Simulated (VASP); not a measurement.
A run of VASP 6.6.1 is set up as follows.

The input POSCAR:

```
SiC                                     
1.0
    0.0000000000      2.1897021501      2.1897021501
    2.1897021501      0.0000000000      2.1897021501
    2.1897021501      2.1897021501      0.0000000000
  Si              C             
     1     1
Direct
     0.0000000000000000    0.0000000000000000    0.0000000000000000
     0.2500000000000000    0.2500000000000000    0.2500000000000000
```

Contents of INCAR.step1:

```
SYSTEM = SiC
PREC = Accurate
ENCUT = 520
EDIFF = 1E-8
ISMEAR = 0
SIGMA = 0.02
LREAL = .FALSE.
LASPH = .TRUE.
NELM = 100
ALGO = Normal
ISIF = 2
LWAVE = .FALSE.
LCHARG = .FALSE.
KPAR = 4
GGA = PE
LEPSILON = .TRUE.
```

Contents of KPOINTS.step1:

```
Automatic mesh
0
G
  12 12 12
  0 0 0
```

File INCAR.step2:

```
SYSTEM = SiC
PREC = Accurate
ENCUT = 520
EDIFF = 1E-5
ISMEAR = 0
SIGMA = 0.02
LREAL = .FALSE.
LASPH = .TRUE.
NELM = 100
ALGO = Normal
ISIF = 2
LWAVE = .TRUE.
LCHARG = .FALSE.
KPAR = 4
GGA = PE
```

File KPOINTS.step2:

```
regular mesh
0
G
  8 8 8
  0 0 0
```

The input INCAR.step3:

```
SYSTEM = SiC
PREC = Accurate
ENCUT = 520
EDIFF = 1E-7
ISMEAR = 0
SIGMA = 0.02
LREAL = .FALSE.
LASPH = .TRUE.
NELM = 100
ALGO = Normal
ISIF = 2
LWAVE = .FALSE.
LCHARG = .FALSE.
GGA = PE
LHFCALC = .TRUE.
AEXX = 0.1426
PRECFOCK = Fast
HFRCUT = -1
KPAR = 4
ISTART = 1
```

Contents of KPOINTS.step3:

```
regular mesh
0
G
  8 8 8
  0 0 0
```

File KPOINTS_OPT:

```
path GXWKGLUWLK,UX
12
line-mode
reciprocal
 0.0000000000  0.0000000000  0.0000000000  G
 0.5000000000  0.0000000000  0.5000000000  X

 0.5000000000  0.0000000000  0.5000000000  X
 0.5000000000  0.2500000000  0.7500000000  W

 0.5000000000  0.2500000000  0.7500000000  W
 0.3750000000  0.3750000000  0.7500000000  K

 0.3750000000  0.3750000000  0.7500000000  K
 0.0000000000  0.0000000000  0.0000000000  G

 0.0000000000  0.0000000000  0.0000000000  G
 0.5000000000  0.5000000000  0.5000000000  L

 0.5000000000  0.5000000000  0.5000000000  L
 0.6250000000  0.2500000000  0.6250000000  U

 0.6250000000  0.2500000000  0.6250000000  U
 0.5000000000  0.2500000000  0.7500000000  W

 0.5000000000  0.2500000000  0.7500000000  W
 0.5000000000  0.5000000000  0.5000000000  L

 0.5000000000  0.5000000000  0.5000000000  L
 0.3750000000  0.3750000000  0.7500000000  K

 0.6250000000  0.2500000000  0.6250000000  U
 0.5000000000  0.0000000000  0.5000000000  X
```

Potentials or basis: VASP PAW PBE potentials, release 64 (Si, C).

The run is started by

```sh
$ cat potpaw_PBE.64/Si/POTCAR potpaw_PBE.64/C/POTCAR > POTCAR
$ cp INCAR.step1 INCAR
$ cp KPOINTS.step1 KPOINTS
$ mpirun -np 4 vasp_std > vasp.out
$ cp INCAR.step2 INCAR
$ cp KPOINTS.step2 KPOINTS
$ mpirun -np 4 vasp_std > vasp.out
$ cp INCAR.step3 INCAR
$ cp KPOINTS.step3 KPOINTS
$ mpirun -np 4 vasp_std > vasp.out
```

(1) Estimate the band gap on the k mesh.

(2) What does it give for the band gap along the path?

(3) Estimate the pressure.

Answers

(1) 2.27 eV, indirect (least direct gap 5.61 eV).

(2) 2.27 eV, indirect (least direct gap 5.61 eV).

(3) -3.0 GPa.

Caveat: the PAW data sets were made with another functional, which shifts forces and pressure a little.

**Measured values to compare with.**

From “Insight into the structural, elastic and electronic properties of a new orthorhombic 6O-SiC polytype”, 2020, pmc:7200658, for a bulk crystal of SiC: band gap 2.4 eV (indirect).

A measured gap of SiC is 2.4 eV (indirect; quoted in “Insight into the structural, elastic and electronic properties of a new orthorhombic 6O-SiC polytype”, 2020, pmc:7200658); the calculated 2.27 eV misses it by -0.13 eV. The value is that of PBE-EpsX, without temperature or zero-point motion.
